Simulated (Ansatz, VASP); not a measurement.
**W (W(210) slab): VASP beside Ansatz**

Aim: how closely do two programs agree when they are given the same cell, functional and k mesh? The cell is taken from a series of runs on this material, whose earlier steps may have relaxed, scaled, displaced or heated it; both programs get it as it stands.

Calculated with Ansatz 0.2.0; plane waves, with VASP 6.6.1 beside it; single point at PBE.

## (1) Starting point

The cell holds 36 atoms: 36 W. Its edges and angles: a = 7.122 Å, b = 6.370 Å, c = 27.107 Å, α = 90.0°, β = 90.0°, γ = 90.0°. It derives from W. Slab of W cut on (2 1 0), 12.1 A thick, 1 x 2 surface cells, both faces free; (so at first; earlier steps may have moved the atoms). Lattice constants are starting values near those of PBE. Vacuum lies along c.

## (2) Ansatz: single point, PBE

Ansatz runs on its default PAW (the set named soft_2) files.

With cell and atoms fixed, the geometry can't cause a difference; cores, projectors, grids and the points listed under the comparison can.

File input.yaml:

```yaml
crystal:
  lattice:
    - [7.12188, 0.0, 0.0]
    - [0.0, 6.37, 0.0]
    - [0.0, 0.0, 27.10719]
  atoms:
    - { symbol: W, position: [0.90914, 0.25, 0.2843] }
    - { symbol: W, position: [0.19253, 0.0, 0.30558] }
    - { symbol: W, position: [0.49346, 0.25, 0.32976] }
    - { symbol: W, position: [0.79729, 0.0, 0.35491] }
    - { symbol: W, position: [0.10114, 0.25, 0.38284] }
    - { symbol: W, position: [0.40213, 1.0, 0.40739] }
    - { symbol: W, position: [0.70114, 0.25, 0.43483] }
    - { symbol: W, position: [0.00034, 0.0, 0.46072] }
    - { symbol: W, position: [0.30107, 0.25, 0.48695] }
    - { symbol: W, position: [0.59893, 0.0, 0.51305] }
    - { symbol: W, position: [0.89966, 0.25, 0.53928] }
    - { symbol: W, position: [0.19886, 1.0, 0.56517] }
    - { symbol: W, position: [0.49787, 0.25, 0.59261] }
    - { symbol: W, position: [0.79886, 0.0, 0.61716] }
    - { symbol: W, position: [0.10271, 0.25, 0.64509] }
    - { symbol: W, position: [0.40654, 0.0, 0.67024] }
    - { symbol: W, position: [0.70747, 0.25, 0.69442] }
    - { symbol: W, position: [0.99086, 0.0, 0.7157] }
    - { symbol: W, position: [0.90914, 0.75, 0.2843] }
    - { symbol: W, position: [0.19253, 0.5, 0.30558] }
    - { symbol: W, position: [0.49346, 0.75, 0.32976] }
    - { symbol: W, position: [0.79729, 0.5, 0.35491] }
    - { symbol: W, position: [0.10114, 0.75, 0.38284] }
    - { symbol: W, position: [0.40213, 0.5, 0.40739] }
    - { symbol: W, position: [0.70114, 0.75, 0.43483] }
    - { symbol: W, position: [0.00034, 0.5, 0.46072] }
    - { symbol: W, position: [0.30107, 0.75, 0.48695] }
    - { symbol: W, position: [0.59893, 0.5, 0.51305] }
    - { symbol: W, position: [0.89966, 0.75, 0.53928] }
    - { symbol: W, position: [0.19886, 0.5, 0.56517] }
    - { symbol: W, position: [0.49787, 0.75, 0.59261] }
    - { symbol: W, position: [0.79886, 0.5, 0.61716] }
    - { symbol: W, position: [0.10271, 0.75, 0.64509] }
    - { symbol: W, position: [0.40654, 0.5, 0.67024] }
    - { symbol: W, position: [0.70747, 0.75, 0.69442] }
    - { symbol: W, position: [0.99086, 0.5, 0.7157] }
kpoints:
  mp_grid: { grid: [6, 7, 1] }
hamiltonian:
  xc: pbe
scf:
  occupations: { method: fermi_dirac, width: 0.1 }
output:
  forces: true
```

The run is started by

```sh
ansatz run input.yaml --threads 5 --pin off --max-ram 81920MiB --backend cuda --events-out ev --progress --plain --runs-dir out
```

Numbers of over 12 decimals in the logs are rounded to 6 here.

The log of the run:

```text
Engine: ansatz 0.2.0, x86_64-unknown-linux-gnu
Pseudopotentials: kind: paw
Pseudopotential: W, paw, valence charge 14, recommended cutoff 420 eV (normal), W.paw.azcp
Functional definition: PBE
  parameter kappa = 0.804
  parameter beta = 0.066725
  exchange = pbe_x(kappa = kappa, mu = beta*pi^2/3)
  correlation = pbe_c(beta = beta)
concurrent solve slots: 4 of 5 are kept, ahead of what memory takes: no pass of the eigensolver takes more rounds on 4
device memory: the entry about to start is reckoned to put 15.3 GiB on a device that reports 78.6 GiB free
GPU FFT provider: cuFFT
GPU libraries: cuBLAS 13.8.2, cuFFT 12.4.0, cuSOLVER 12.3.4
Crystal: 36 atoms, lattice volume = 1229.755 Å³
Basis set: ecut = 420 eV, 23997 PW (Γ), exchange–correlation on 96×90×384 points (8 copies of the dense FFT grid, shifted against one another)
Bands: 303, of which v1, the nominal top of the filled ones, is band 252 counted from 1 (251 counted from 0)
Symmetry: 8 space group operations
Space group: P21/m (ITA 11), of the structure as read, at distance tolerance 1.1e-4 Å
k-points: 16 of 42
Non-local potential: W, projectors of the file, l = 0: 3, l = 1: 2, l = 2: 2, l = 3: 1
PAW form: soft (Blöchl's): semilocal exchange-correlation on the pseudo side does not see the compensation charge
PAW one-centre angular grid: W, 590 points (default); XC on 64 Gauss nodes
Initial density: superposition of atomic densities (neutral atoms: chi_scale 0, normalization atom), corrected by the library's trained network
Initial wavefunctions: pseudopotential atomic-orbital guess
GPU buffer pool allocated for 414720 grid points (all kernels)
GPU transforms: local potential and band sums: pruned to the plane-wave sphere, on 48×45×192
Functional: x = pbe(κ = 0.804, μ = 0.219515), c = pbe(β = 0.066725)
SCF iter   1: F=—  HF=-373833.011712 eV  |F-HF|=—  |Δ(HF+E_count)|=         —  Δρ=4.96e-3  dr2=2.38e0  ethr=1.77e-3  ⟨swp⟩=10.3  Hψ=24984  notcnv=0
preconditioner: auto → LDOS  [metal: Δε(μ)=0.004 eV  Ē_g=4.643 eV  σ=0.100 eV  W_gap=0.01  n_scr=284 (ndim 8)  ℏωp=15.6 eV  f_vac=0.466  D(μ)=26.09/eV (n_scr^D=142)  β→1.0]
SCF iter   2: F=—  HF=-373832.956547 eV  |F-HF|=—  |Δ(HF+E_count)|=   5.52e-2  Δρ=2.51e-3  dr2=3.06e-1  ethr=4.72e-4  ⟨swp⟩=2.4  Hψ=6759  notcnv=0
SCF iter   3: F=—  HF=-373832.932829 eV  |F-HF|=—  |Δ(HF+E_count)|=   2.37e-2  Δρ=6.13e-4  dr2=1.88e-2  ethr=6.08e-5  ⟨swp⟩=2.0  Hψ=6948  notcnv=0
SCF iter   4: F=—  HF=-373832.933988 eV  |F-HF|=—  |Δ(HF+E_count)|=   1.16e-3  Δρ=1.79e-4  dr2=7.82e-4  ethr=3.74e-6  ⟨swp⟩=3.0  Hψ=7699  notcnv=0
SCF iter   5: F=—  HF=-373832.927832 eV  |F-HF|=—  |Δ(HF+E_count)|=   6.16e-3  Δρ=6.37e-5  dr2=1.15e-4  ethr=1.55e-7  ⟨swp⟩=3.0  Hψ=7490  notcnv=0
SCF iter   6: F=—  HF=-373832.927885 eV  |F-HF|=—  |Δ(HF+E_count)|=   5.27e-5  Δρ=2.19e-5  dr2=1.19e-5  ethr=2.29e-8  ⟨swp⟩=2.1  Hψ=6693  notcnv=0
SCF iter   7: F=—  HF=-373832.932433 eV  |F-HF|=—  |Δ(HF+E_count)|=   4.55e-3  Δρ=7.07e-6  dr2=1.55e-6  ethr=2.36e-9  ⟨swp⟩=3.6  Hψ=9189  notcnv=0
SCF iter   8: F=—  HF=-373832.932434 eV  |F-HF|=—  |Δ(HF+E_count)|=   4.17e-7  Δρ=2.43e-6  dr2=1.45e-7  ethr=3.08e-10  ⟨swp⟩=2.7  Hψ=7746  notcnv=0
SCF iter   9: F=-373832.932434 eV  HF=-373832.932434 eV  |F-HF|=7.68e-9  |Δ(HF+E_count)|=   8.93e-8  Δρ=8.23e-7  dr2=1.88e-8  ethr=1.98e-11  ⟨swp⟩=5.1  Hψ=15812  notcnv=0
SCF 1 converged in 9 iterations: F = -373832.932434 eV  dr2 = 1.88e-8
  greatest PAW one-centre occupation: 1.000 electrons in one spin orbital (limit 2), on the W atom at site 33 (counted from 0), in its partial waves of l = 0
SCF converged after 9 iterations
Free energy (F): -373832.932434 eV
Harris-Foulkes:  -373832.932434 eV  (|F-HF|=7.68e-9)
Internal energy: -373832.091799 eV  (E = F + TS)
E sigma→0 (E₀):  -373832.512116 eV
Entropy (-TS):   -0.840635 eV (-23.351 meV/atom)
Fermi energy:    8.242139 eV
--- Per-component energies (eV) ---
  E_band       = -10086.740508
  E_kinetic    = 16147.706658
  E_local      = -670516.596795  (includes V_loc(G=0)·N_el)
  E_nonlocal   = 37.620759
  E_hartree    = 328648.872028
  E_xc         = -9578.422666
  E_vxc        = -8554.946360  (∫ρ·V_xc dr)
  E_paw        = -308249.992608  (= ΣΔE_a)
  E_vpaw       = -4498.323703  (= ΣTr[D̂ρ^β])
  E_aug_tail   = -0.002180  (compensation charges beyond the density's cutoff)
  E_ewald      = 269678.723005
  E_smearing   = -0.840635  (= −TS)
  E_closure    = 0.000000  (closes the sum)
  Σ components = -373832.932434   (vs F -373832.932434, Δ=0.00e0)
--- Forces (eV/Å), atoms counted from 1 ---
  atom   1  W      0.02184845     0.00000000     0.00552287
  atom   2  W      0.00811848    -0.00000000    -0.02738630
  atom   3  W     -0.01895825     0.00000000    -0.00054429
  atom   4  W      0.01096188     0.00000000    -0.02642664
  atom   5  W      0.00452658     0.00000000     0.01338284
  atom   6  W     -0.02553887     0.00000000     0.01235884
  atom   7  W      0.01813684    -0.00000000    -0.03447628
  atom   8  W     -0.00905958     0.00000000     0.01463134
  atom   9  W      0.02003601     0.00000000    -0.04976872
  atom  10  W     -0.02003601     0.00000000     0.04976872
  atom  11  W      0.00905958    -0.00000000    -0.01463134
  atom  12  W     -0.01813684    -0.00000000     0.03447628
  atom  13  W      0.02553887     0.00000000    -0.01235884
  atom  14  W     -0.00452658     0.00000000    -0.01338284
  atom  15  W     -0.01096188     0.00000000     0.02642664
  atom  16  W      0.01895825     0.00000000     0.00054429
  atom  17  W     -0.00811848     0.00000000     0.02738630
  atom  18  W     -0.02184845     0.00000000    -0.00552287
  atom  19  W      0.02184845     0.00000000     0.00552287
  atom  20  W      0.00811848    -0.00000000    -0.02738630
  atom  21  W     -0.01895825     0.00000000    -0.00054429
  atom  22  W      0.01096188     0.00000000    -0.02642664
  atom  23  W      0.00452658     0.00000000     0.01338284
  atom  24  W     -0.02553887     0.00000000     0.01235884
[...]
atom  29  W      0.00905958    -0.00000000    -0.01463134
  atom  30  W     -0.01813684    -0.00000000     0.03447628
  atom  31  W      0.02553887     0.00000000    -0.01235884
  atom  32  W     -0.00452658     0.00000000    -0.01338284
  atom  33  W     -0.01096188     0.00000000     0.02642664
  atom  34  W      0.01895825     0.00000000     0.00054429
  atom  35  W     -0.00811848     0.00000000     0.02738630
  atom  36  W     -0.02184845     0.00000000    -0.00552287
  max |Σ_I F_I| component: 1.73e-17 eV/Å
```

## (3) VASP: single point, PBE

The same cell, functional, mesh and smearing now go to VASP, with its own data sets.

Lines of VASP's logs that name or quote its potential files are left out, and so is its time.

File INCAR:

```
SYSTEM = W
PREC = Accurate
ENCUT = 520
EDIFF = 1E-06
NELM = 120
ISMEAR = -1
SIGMA = 0.1
LREAL = Auto
ALGO = Normal
GGA = PE
NBANDS = 136
LASPH = .TRUE.
LORBIT = 11
LWAVE = .FALSE.
LCHARG = .FALSE.
ISIF = 2
GGA_COMPAT = .FALSE.
KPAR = 4
```

File POSCAR:

```
W
1.0
    7.1218800000      0.0000000000      0.0000000000
    0.0000000000      6.3700000000      0.0000000000
    0.0000000000      0.0000000000     27.1071900000
W
36
Direct
    0.9091400000      0.2500000000      0.2843000000
    0.1925300000      0.0000000000      0.3055800000
    0.4934600000      0.2500000000      0.3297600000
    0.7972900000      0.0000000000      0.3549100000
    0.1011400000      0.2500000000      0.3828400000
    0.4021300000      0.0000000000      0.4073900000
    0.7011400000      0.2500000000      0.4348300000
    0.0003400000      0.0000000000      0.4607200000
    0.3010700000      0.2500000000      0.4869500000
    0.5989300000      0.0000000000      0.5130500000
    0.8996600000      0.2500000000      0.5392800000
    0.1988600000      0.0000000000      0.5651700000
    0.4978700000      0.2500000000      0.5926100000
    0.7988600000      0.0000000000      0.6171600000
    0.1027100000      0.2500000000      0.6450900000
    0.4065400000      0.0000000000      0.6702400000
    0.7074700000      0.2500000000      0.6944200000
    0.9908600000      0.0000000000      0.7157000000
    0.9091400000      0.7500000000      0.2843000000
    0.1925300000      0.5000000000      0.3055800000
    0.4934600000      0.7500000000      0.3297600000
    0.7972900000      0.5000000000      0.3549100000
    0.1011400000      0.7500000000      0.3828400000
    0.4021300000      0.5000000000      0.4073900000
    0.7011400000      0.7500000000      0.4348300000
    0.0003400000      0.5000000000      0.4607200000
    0.3010700000      0.7500000000      0.4869500000
    0.5989300000      0.5000000000      0.5130500000
    0.8996600000      0.7500000000      0.5392800000
    0.1988600000      0.5000000000      0.5651700000
    0.4978700000      0.7500000000      0.5926100000
    0.7988600000      0.5000000000      0.6171600000
    0.1027100000      0.7500000000      0.6450900000
    0.4065400000      0.5000000000      0.6702400000
    0.7074700000      0.7500000000      0.6944200000
    0.9908600000      0.5000000000      0.7157000000
```

File KPOINTS:

```
Automatic mesh
0
Gamma
6 7 1
0 0 0
```

The projector-augmented-wave data sets are W (PBE family, release 64).

The run is started by

```sh
mpirun -np 4 vasp_std
```

The log of the run:

```text
[banner, memory and clock lines left out]
running    4 mpi-ranks, on    1 nodes
[...]
LDA part: xc-table for (Slater+PW92), standard interpolation
 POSCAR, INCAR and KPOINTS ok, starting setup
[...]
entering main loop
       N       E                     dE             d eps       ncg     rms          rms(c)
DAV:   1     0.109740089995E+04    0.10974E+04   -0.84327E+04  4352   0.130E+03
DAV:   2    -0.309545576175E+03   -0.14069E+04   -0.13285E+04  5752   0.294E+02
DAV:   3    -0.464862128664E+03   -0.15532E+03   -0.14874E+03  6008   0.873E+01
DAV:   4    -0.476598395433E+03   -0.11736E+02   -0.11471E+02  6760   0.202E+01
[...]
DAV:  37    -0.447921068691E+03   -0.30067E-05   -0.26119E-07  2888   0.979E-04    0.362E-03
DAV:  38    -0.447921070074E+03   -0.13827E-05   -0.98025E-08  2680   0.821E-04    0.277E-03
DAV:  39    -0.447921070577E+03   -0.50349E-06   -0.84418E-08  2608   0.589E-04
   1 F= -.44792107E+03 E0= -.44750036E+03  d E =-.841430E+00
```

From OUTCAR (step 3):

```text
  Total      -28.6796525    -36.1856947    -10.9204351      0.0000000      0.0000000     -0.2888289
  in kB      -37.3650771    -47.1442698    -14.2276096      0.0000000      0.0000000     -0.3762987
  external PRESSURE =     -32.9123188 kB  Pullay stress =       0.0000000 kB

 POSITION                                       TOTAL-FORCE (eV/Angst)
 -----------------------------------------------------------------------------------
      6.47479      1.59250      7.70657         0.141900     -0.000000      0.326315
      1.37118      0.00000      8.28342        -0.138806     -0.000000      0.133616
      3.51436      1.59250      8.93887        -0.076165     -0.000000      0.171246
      5.67820      0.00000      9.62061         0.059248     -0.000000     -0.144736
      0.72031      1.59250     10.37772         0.036798     -0.000000     -0.022124
      2.86392      0.00000     11.04320        -0.011389     -0.000000     -0.041003
      4.99343      1.59250     11.78702         0.020645     -0.000000     -0.007911
      0.00242      0.00000     12.48882        -0.012222     -0.000000      0.011844
      2.14418      1.59250     13.19985         0.025218      0.000000     -0.022253
      4.26551      0.00000     13.90734        -0.025218     -0.000000      0.022253
      6.40727      1.59250     14.61837         0.012222      0.000000     -0.011844
      1.41626      0.00000     15.32017        -0.020645     -0.000000      0.007911
      3.54577      1.59250     16.06399         0.011389     -0.000000      0.041003
      5.68939      0.00000     16.72947        -0.036798     -0.000000      0.022124
[...]
-----------------------------------------------------------------------------------
    total drift:                                0.000005     -0.000000      0.000001

  FREE ENERGIE OF THE ION-ELECTRON SYSTEM (eV)
  ---------------------------------------------------
  free  energy   TOTEN  =      -447.9210705773 eV

  energy  without entropy=     -447.0796405853  energy(sigma->0) =     -447.50035558

[... 3 further parts left out ...]
[key lines of the parts left out:]
E-fermi :   1.3567
```

## (4) Differences

Known differences besides the potentials themselves: the data sets hold 504 valence electrons in Ansatz (on its default PAW (the set named soft_2) files) and 216 in VASP; the cutoff is 420 eV in Ansatz and 520 eV in VASP (PREC = Accurate, projectors in real space). Total energies have different zeros and are not compared.

Forces on 7 of the 36 atoms, those with the largest forces and the largest differences (eV/Å; atoms numbered as in POSCAR):

```csv
atom,"Ansatz x, y, z","VASP x, y, z"
W1,"0.022, 0.000, 0.006","0.142, 0.000, 0.326"
W17,"-0.008, 0.000, 0.027","0.139, 0.000, -0.134"
W18,"-0.022, 0.000, -0.006","-0.142, 0.000, -0.326"
W19,"0.022, 0.000, 0.006","0.142, 0.000, 0.326"
W20,"0.008, 0.000, -0.027","-0.139, 0.000, 0.134"
W35,"-0.008, 0.000, 0.027","0.139, 0.000, -0.134"
W36,"-0.022, 0.000, -0.006","-0.142, 0.000, -0.326"
```

The forces differ by 90 meV/Å r.m.s., where the r.m.s. force is 0.017 eV/Å in Ansatz and 0.092 eV/Å in VASP: the atoms lie near their places of rest in Ansatz, so a percentage would say little (all taken over all components). With vacuum in the cell, a pressure given here is an average over mostly empty space and none of the material.

## (5) Results

| Item | Value |
| --- | --- |
| r.m.s. force difference (single point, PBE) | 90 meV/Å |

What this shows: The r.m.s. force difference is 90 meV/Å (single point, PBE), beyond the 12 meV/Å picked in this series as the mark of a large difference. The data sets hold unlike numbers of valence electrons (504 in Ansatz and 216 in VASP), so part of the differences comes from the potentials. What causes the difference of the single point, PBE pair stays open here. How closely two codes agree says nothing of how well the functional describes the real material.

[Lines on the potential files, build, host, timing and source positions are cut from VASP's logs without a mark.]

[Logs are printed without paths, hosts, clocks, repeated set-up lines and the standing remarks that a program may print on its own settings, such as how far it seeks lower states.]

[Hosts, paths, dates, database ids (printed as entryN), source tags and the programs' standing remarks are cut or masked in the printed files.]
